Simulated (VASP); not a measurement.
# A VASP study of Bi (optB86b-vdW): structure first, properties next, part 2 of 4

Aim: relax Bi, then compute properties on the relaxed cell. This is not the structure that Bi takes at ambient conditions. The start is a computed cell from the Materials Project.

VASP 6.6.1; optB86b-vdW; plane waves and PAW (Bi_d).

Still holding for the runs below: This run has no spin polarisation. Its electron count is odd, so without a moment it is a metal by construction. The k-mesh is coarse for a metal.

So far. Step 2 (Full relaxation (optB86b-vdW)): It ends with forces that vanish by symmetry and a pressure of 0.00 GPa.

The starting crystal is not the ambient structure of Bi (space group No. 166); it is a model or a phase of other conditions.

## (3) Single point with fields (optB86b-vdW)

The relaxed cell gets a fresh self-consistent run, on a basis set for its own volume, to fix the density and to check the remaining stress.

Input file INCAR:

```
SYSTEM = Bi
PREC = Accurate
ENCUT = 400
EDIFF = 1E-06
NELM = 100
ISMEAR = 1
SIGMA = 0.2
LREAL = .FALSE.
ALGO = Normal
GGA = MK
AGGAC = 0
LUSE_VDW = .TRUE.
PARAM1 = 0.1234
PARAM2 = 1
LASPH = .TRUE.
NBANDS = 13
LORBIT = 11
LWAVE = .FALSE.
LCHARG = .TRUE.
ISIF = 2
LELF = .TRUE.
LVHAR = .TRUE.
```

Input file POSCAR:

```
Bi
1.0
   -1.9852380545      1.9852380545      1.9852380545
    1.9852380545     -1.9852380545      1.9852380545
    1.9852380545      1.9852380545     -1.9852380545
Bi
1
Direct
    0.0000000000      0.0000000000      0.0000000000
```

Input file KPOINTS:

```
Automatic mesh
0
Gamma
7 7 7
0 0 0
```

PAW data sets: Bi_d (PBE family, release 64).

Command:

```console
mpirun -np 2 vasp_std
```

The program printed:

```text
[banner, memory and clock lines left out]
running    2 mpi-ranks, on    1 nodes
 distrk:  each k-point on    2 cores,    1 groups
 distr:  one band on    1 cores,    2 groups

 POSCAR found type information on POSCAR Bi
 POSCAR found :  1 types and       1 ions
 [... a notice as in an earlier step ...]

 [... a notice as in an earlier step ...]

 LDA part: xc-table for (Slater+PW92), standard interpolation
|                                                                             |
|           W    W    AA    RRRRR   N    N  II  N    N   GGGG   !!!           |
|           W    W   A  A   R    R  NN   N  II  NN   N  G    G  !!!           |
|           W    W  A    A  R    R  N N  N  II  N N  N  G       !!!           |
|           W WW W  AAAAAA  RRRRR   N  N N  II  N  N N  G  GGG   !            |
|           WW  WW  A    A  R   R   N   NN  II  N   NN  G    G                |
|           W    W  A    A  R    R  N    N  II  N    N   GGGG   !!!           |
|                                                                             |
|     The number of bands has been changed from the values supplied in        |
|     The orbitals not found in the WAVECAR file will be initialized with     |
|     random numbers, which is usually adequate. For correlated               |
|     calculations, however, you should redo the groundstate calculation.     |
|     I found NBANDS = 13. Now, NBANDS = 14.                                  |
|                                                                             |

 POSCAR, INCAR and KPOINTS ok, starting setup
 FFT: planning ... GRIDC
 FFT: planning ... GRID_SOFT
 FFT: planning ... GRID
 WAVECAR not read
 entering main loop
       N       E                     dE             d eps       ncg     rms          rms(c)
DAV:   1     0.109764592307E+03    0.10976E+03   -0.68086E+03   592   0.104E+03
DAV:   2     0.563687620952E+01   -0.10413E+03   -0.10071E+03   596   0.304E+02
DAV:   3    -0.361686011040E+00   -0.59986E+01   -0.59705E+01   718   0.751E+01
DAV:   4    -0.502934433753E+00   -0.14125E+00   -0.14123E+00   728   0.122E+01
DAV:   5    -0.509278662742E+00   -0.63442E-02   -0.63441E-02   838   0.220E+00    0.382E-01
DAV:   6    -0.506723781285E+00    0.25549E-02   -0.53221E-03   752   0.101E+00    0.220E-01
DAV:   7    -0.506505983652E+00    0.21780E-03   -0.33127E-03   740   0.746E-01    0.661E-02
DAV:   8    -0.506590093406E+00   -0.84110E-04   -0.35073E-04   746   0.256E-01    0.747E-03
DAV:   9    -0.506591169415E+00   -0.10760E-05   -0.63516E-06   746   0.270E-02    0.297E-03
DAV:  10    -0.506591230557E+00   -0.61142E-07   -0.66672E-07   574   0.715E-03
   1 F= -.50659123E+00 E0= -.50563715E+00  d E =-.286223E-02
```

Elapsed: 13 s, on 2 MPI ranks of Intel Xeon Platinum 8259CL at 2.50GHz (Skylake/Cascade Lake), shared host; peak memory 0.41 GiB.

Parts of OUTCAR (step 3):

```text
  LATTYP: Found a body centered cubic cell.
 ALAT       =     3.9704761090

The static configuration has the point symmetry O_h .

 Found     20 irreducible k-points:

   k-points           NKPTS =     20   k-points in BZ     NKDIM =     20   number of bands    NBANDS=     14

   ENCUT  =  400.0 eV  29.40 Ry    5.42 a.u.   5.61  5.61  5.61*2*pi/ulx,y,z

   NELECT =      15.0000    total number of electrons

 E-fermi :   7.6820

 k-point     1 :       0.0000    0.0000    0.0000
  band No.  band energies     occupation
    ...
      2     -15.2122      2.00000
      3     -15.2122      2.00000
      4     -15.0839      2.00000
      5     -15.0839      2.00000
      6      -5.7682      2.00000
      7      12.7323      0.00000
      8      12.7323      0.00000
      9      12.7323      0.00000
     10      16.9061      0.00000
     11      18.3162      0.00000
    ...

 k-point     2 :       0.1429    0.0000    0.0000
  band No.  band energies     occupation
    ...
      2     -15.2002      2.00000
      3     -15.1738      2.00000
      4     -15.0921      2.00000
      5     -15.0854      2.00000
      6      -5.4029      2.00000
      7       9.9098     -0.00000
      8      11.7839      0.00000
      9      12.4237      0.00000
     10      16.1559      0.00000
     11      17.0626      0.00000
    ...

Total vdW correction in eV:      2.4734530

  Total        0.0016796      0.0016796      0.0016796      0.0000000     -0.0000000      0.0000000
  in kB        0.0859857      0.0859857      0.0859857      0.0000000     -0.0000000      0.0000000
  external PRESSURE =       0.0859857 kB  Pullay stress =       0.0000000 kB

 POSITION                                       TOTAL-FORCE (eV/Angst)
 -----------------------------------------------------------------------------------
      0.00000      0.00000      0.00000         0.000000      0.000000     -0.000000
 -----------------------------------------------------------------------------------
    total drift:                                0.000000      0.000000      0.000000

  FREE ENERGIE OF THE ION-ELECTRON SYSTEM (eV)
  ---------------------------------------------------
  free  energy   TOTEN  =        -0.5065912306 eV

  energy  without entropy=       -0.5037290011  energy(sigma->0) =       -0.50563715

Total vdW correction in eV:      2.4734509

[... 5 parts as in an earlier step ...]

[... 6 further parts left out ...]
```

Numbers from this step:

```
SCF cycles              : 10
bands                   : 14
free energy (TOTEN)     : -0.5066 eV
energy at zero smearing : -0.5056 eV
pressure                : 0.008599 GPa
```

Valence electrons inside each PAW sphere by angular momentum. Sphere charges, by row:

| atom | s (e) | p (e) | d (e) | tot (e) |
| --- | --- | --- | --- | --- |
| Bi1 | 1.554 | 1.268 | 9.916 | 12.74 |

ELF in the ac plane of the conventional cell at fractional y = 0.000, with atoms of Bi within 0.2 Å of it. It is the smooth field of the valence electrons, not physical close to the nuclei.

Ten even steps from '0' (0.12) to '9' (0.56), each cell a mean:
```
43796410258953
46986310147985
89975200136899
87653100024678
55431000012345
22110000000112
00000000000000
11000000000011
43321000001234
66542100013566
99864200135789
67985300146997
34796310257963
93696410258844
```
Columns run along a (4.0 Å), rows up along c (4.0 Å), edges of the conventional cell, whose origin can differ from the input's. Atoms in or near the plane, at fractional coordinates: Bi at (0.00, 0.00).

Valence density in the ac plane of the conventional cell at fractional y = 0.000, with atoms of Bi within 0.2 Å of it. It is the smooth field of the valence electrons, not physical close to the nuclei.

Ten steps, logarithmic in the rise over the least value, from '_' (0.07 × 1e0 e/Å³) to '@' (9.87 × 1e0 e/Å³), each cell a mean:
```
@@%%##==::..______..--**%%@@
%%##**==::..______..::==**%%
**++==::..________..::--==**
----::..____________..::::--
......________________......
____________________________
____________________________
____________________________
....____________________....
::::::..______________..::::
++==--::..__________..::====
##**++--::________..::==**##
@@%%**==::..______..--++##%%
@@@@##++::..______..--**%%@@
```
Columns run along a (4.0 Å), rows up along c (4.0 Å), edges of the conventional cell, whose origin can differ from the input's. Atoms in or near the plane, at fractional coordinates: Bi at (0.00, 0.00).

Electrostatic potential energy in the ac plane of the conventional cell at fractional y = 0.000, with atoms of Bi within 0.2 Å of it. With pseudopotentials it is smooth inside the atoms' cores, unlike the true potential.

Ten even steps from '0' (-99 eV) to '9' (3 eV), each cell a mean:
```
00369999998510
12589999999641
45799999999865
88999999999998
99999999999999
99999999999999
99999999999999
99999999999999
99999999999999
99999999999999
67899999999986
23689999999753
01379999998520
00269999998410
```
Columns run along a (4.0 Å; values clipped at the 3rd and 97th percentile), rows up along c (4.0 Å), edges of the conventional cell, whose origin can differ from the input's. Atoms in or near the plane, at fractional coordinates: Bi at (0.00, 0.00).

In this run the pressure is 0.01 GPa, small enough to go on; single stress components reach 0.01 GPa.

## (4) Band structure (optB86b-vdW)

The mesh alone shows little of the dispersion and can miss band extrema, so KPOINTS_OPT adds a path through the symmetry points after the self-consistent cycle.

Edit INCAR of step 3 so:

```diff
@@ -15,8 +15,6 @@
 LASPH = .TRUE.
-NBANDS = 13
+NBANDS = 18
 LORBIT = 11
 LWAVE = .FALSE.
-LCHARG = .TRUE.
-ISIF = 2
-LELF = .TRUE.
-LVHAR = .TRUE.
+LCHARG = .FALSE.
+KPAR = 2
```

POSCAR is that of step 3.

KPOINTS is that of step 3.

Input file KPOINTS_OPT:

```
Line mode
16
Line-mode
Reciprocal
  0.00000000   0.00000000   0.00000000 GAMMA
  0.50000000  -0.50000000   0.50000000 H

  0.50000000  -0.50000000   0.50000000 H
  0.00000000   0.00000000   0.50000000 N

  0.00000000   0.00000000   0.50000000 N
  0.00000000   0.00000000   0.00000000 GAMMA

  0.00000000   0.00000000   0.00000000 GAMMA
  0.25000000   0.25000000   0.25000000 P

  0.25000000   0.25000000   0.25000000 P
  0.50000000  -0.50000000   0.50000000 H

  0.25000000   0.25000000   0.25000000 P
  0.00000000   0.00000000   0.50000000 N
```

Command:

```console
mpirun -np 2 vasp_std
```

The program printed:

```text
[banner, memory and clock lines left out]
running    2 mpi-ranks, on    1 nodes
 distrk:  each k-point on    1 cores,    2 groups
 distr:  one band on    1 cores,    1 groups

 POSCAR found type information on POSCAR Bi
 POSCAR found :  1 types and       1 ions
 [... a notice as in an earlier step ...]

 [... a notice as in an earlier step ...]

 LDA part: xc-table for (Slater+PW92), standard interpolation
 POSCAR, INCAR and KPOINTS ok, starting setup
 FFT: planning ... GRIDC
 FFT: planning ... GRID_SOFT
 FFT: planning ... GRID
 WAVECAR not read
 entering main loop
       N       E                     dE             d eps       ncg     rms          rms(c)
DAV:   1     0.111921054160E+03    0.11192E+03   -0.61265E+03   760   0.804E+02
DAV:   2     0.679602689629E+01   -0.10513E+03   -0.10029E+03   772   0.257E+02
DAV:   3    -0.352913144737E+00   -0.71489E+01   -0.71148E+01   872   0.656E+01
DAV:   4    -0.503708049845E+00   -0.15079E+00   -0.15071E+00   916   0.966E+00
DAV:   5    -0.509215449551E+00   -0.55074E-02   -0.55069E-02   958   0.175E+00    0.382E-01
DAV:   6    -0.506727210230E+00    0.24882E-02   -0.48193E-03  1030   0.776E-01    0.221E-01
DAV:   7    -0.506507775512E+00    0.21943E-03   -0.28391E-03   988   0.587E-01    0.654E-02
DAV:   8    -0.506590886785E+00   -0.83111E-04   -0.35824E-04   932   0.220E-01    0.849E-03
DAV:   9    -0.506590945592E+00   -0.58807E-07   -0.81242E-06   968   0.289E-02
   1 F= -.50659095E+00 E0= -.50563683E+00  d E =-.286235E-02
 Start KPOINTS_OPT (optional k-point list driver)
k-point batch [1-20\96]
       N       E                     dE             ncg
DAV:   1    -0.435905166523E+03   -0.77254E+04      720
DAV:   2    -0.260930535312E+04   -0.21734E+04      820
DAV:   3    -0.275389263089E+04   -0.14459E+03      844
DAV:   4    -0.275680571606E+04   -0.29131E+01      864
DAV:   5    -0.275690912995E+04   -0.10341E+00     1002
DAV:   6    -0.275691139868E+04   -0.22687E-02      908
DAV:   7    -0.275691145234E+04   -0.53651E-04     1026
DAV:   8    -0.275691145268E+04   -0.34293E-06      694
[...]
k-point batch [81-96\96]
       N       E                     dE             ncg
DAV:   1     0.189543491903E+04   -0.82982E+04      582
DAV:   2     0.245100518537E+03   -0.16503E+04      616
DAV:   3     0.135914313504E+03   -0.10919E+03      720
DAV:   4     0.133753857271E+03   -0.21605E+01      776
DAV:   5     0.133684017636E+03   -0.69840E-01      830
DAV:   6     0.133680870662E+03   -0.31470E-02      858
DAV:   7     0.133680856616E+03   -0.14046E-04      800
DAV:   8     0.133680856441E+03   -0.17568E-06      634
```

The job ended after 24 s (2 MPI ranks; peak memory 0.5 GiB; 44 s of CPU time).

OUTCAR, selected parts (step 4):

```text
The static configuration has the point symmetry O_h .

 Found     20 irreducible k-points:

   k-points           NKPTS =     20   k-points in BZ     NKDIM =     20   number of bands    NBANDS=     18

   NELECT =      15.0000    total number of electrons

 E-fermi :   7.6819

 k-point     1 :       0.0000    0.0000    0.0000
  band No.  band energies     occupation
    ...
      2     -15.2129      2.00000
      3     -15.2129      2.00000
      4     -15.0845      2.00000
      5     -15.0845      2.00000
      6      -5.7684      2.00000
      7      12.7320      0.00000
      8      12.7320      0.00000
      9      12.7320      0.00000
     10      16.9064      0.00000
     11      18.3165      0.00000
    ...

 k-point     2 :       0.1429    0.0000    0.0000
  band No.  band energies     occupation
    ...
      2     -15.2008      2.00000
      3     -15.1745      2.00000
      4     -15.0927      2.00000
      5     -15.0860      2.00000
      6      -5.4031      2.00000
      7       9.9096     -0.00000
      8      11.7836      0.00000
      9      12.4233      0.00000
     10      16.1562      0.00000
     11      17.0630      0.00000
    ...

Total vdW correction in eV:      2.4734760

  Total        0.0040588      0.0040588      0.0040588     -0.0000000     -0.0000000      0.0000000
  in kB        0.2077820      0.2077820      0.2077820     -0.0000000     -0.0000000      0.0000000
  external PRESSURE =       0.2077820 kB  Pullay stress =       0.0000000 kB

 POSITION                                       TOTAL-FORCE (eV/Angst)
 -----------------------------------------------------------------------------------
      0.00000      0.00000      0.00000        -0.000000      0.000000      0.000000
 -----------------------------------------------------------------------------------
    total drift:                               -0.000000      0.000000      0.000000

  FREE ENERGIE OF THE ION-ELECTRON SYSTEM (eV)
  ---------------------------------------------------
  free  energy   TOTEN  =        -0.5065909456 eV

  energy  without entropy=       -0.5037285972  energy(sigma->0) =       -0.50563683

Total vdW correction in eV:      2.4734416

[... 8 parts as in an earlier step ...]

[... 5 further parts left out ...]
```

Spin-orbit coupling is off here; it can split and shift levels that hold much weight on Bi by tenths of an eV or more.

Numbers from this step:

* SCF cycles: 9
* bands: 18
* pressure: 0.02078 GPa

The electronic bands at the labelled points (eV, zero at the Fermi level; # counts the bands kept in this run, so #1 is VASP's band 6):

| point | #1 | #2 | #3 | #4 | #5 | #6 |
| --- | --- | --- | --- | --- | --- | --- |
| Γ | -13.45 | 5.05 | 5.05 | 5.05 | 9.22 | 10.63 |
| 0.53 of the way | -11.06 | -1.13 | 0.54 | 0.54 | 5.36 | 11.53 |
| H | -8.40 | -1.75 | -1.75 | -1.75 | 3.71 | 3.71 |
| 0.53 of the way | -9.73 | -3.89 | -0.29 | 0.67 | 6.63 | 8.15 |
| N | -10.46 | -4.96 | 1.57 | 3.47 | 6.10 | 7.69 |
| 0.53 of the way | -12.49 | -0.28 | 3.12 | 4.31 | 7.38 | 8.63 |
| Γ | -13.45 | 5.05 | 5.05 | 5.05 | 9.22 | 10.63 |
| 0.47 of the way | -12.05 | -1.19 | 2.17 | 2.17 | 9.97 | 9.97 |
| P | -9.95 | -2.24 | -2.24 | -2.24 | 15.01 | 15.01 |
| 0.47 of the way | -9.80 | -3.12 | -3.12 | 3.14 | 7.90 | 8.70 |
| H | -8.40 | -1.75 | -1.75 | -1.75 | 3.71 | 3.71 |
| jump to P | -9.95 | -2.24 | -2.24 | -2.24 | 15.01 | 15.01 |
| 0.47 of the way | -10.20 | -4.16 | -0.95 | 0.60 | 10.31 | 11.46 |
| N | -10.46 | -4.96 | 1.57 | 3.47 | 6.10 | 7.69 |

The electronic bands as a text plot (rows in eV, shown from -8.0 to 3.7 only):

```
    3.5 |   *                ***  * *    *                      *
    3.0 |  *                *    *      * *         **
    2.5 |                                                      *
    2.0 |   **             *   **                     *
    1.5 |                 * ***    *       *       *          * *
    1.0 |     *                             *          *
    0.5 |      *         ***      *      *        *            *
    0.0 |    *  *                                       *    *
   -0.4 |     *         **                *  *                *
   -0.9 |      * *     **        *            *             *
   -1.4 |       * **  **                         *       **  *
   -1.9 |        *****                     *   *         ****
   -2.4 |             **                    *   **     **  *
   -2.9 |                       *              *  ** **
   -3.4 |               *                    **     *       *
   -3.9 |                *     *                             *
   -4.3 |                 *   *                               *
   -4.8 |                  ***                                 **
   -5.3 |
   -5.8 |
   -6.3 |
   -6.8 |
   -7.3 |
   -7.8 |
         Γ           H       N        Γ         P        H|P    N
```

There is no gap at this level.

(Continued in part 3 of 4.)

[Lines on the potential files, build, host, timing and source positions are cut from VASP's logs without a mark.]

[Logs are printed without paths, hosts, clocks, repeated set-up lines and the standing remarks that a program may print on its own settings, such as how far it seeks lower states.]

[Hosts, paths, dates, database ids (printed as entryN), source tags and the programs' standing remarks are cut or masked in the printed files.]

[A measured line is paired with the nearest computed mode of its activity, which favours agreement.]

[In band tables of VASP the shares of atoms and orbitals are scaled to a sum of 1 inside the atoms' spheres.]
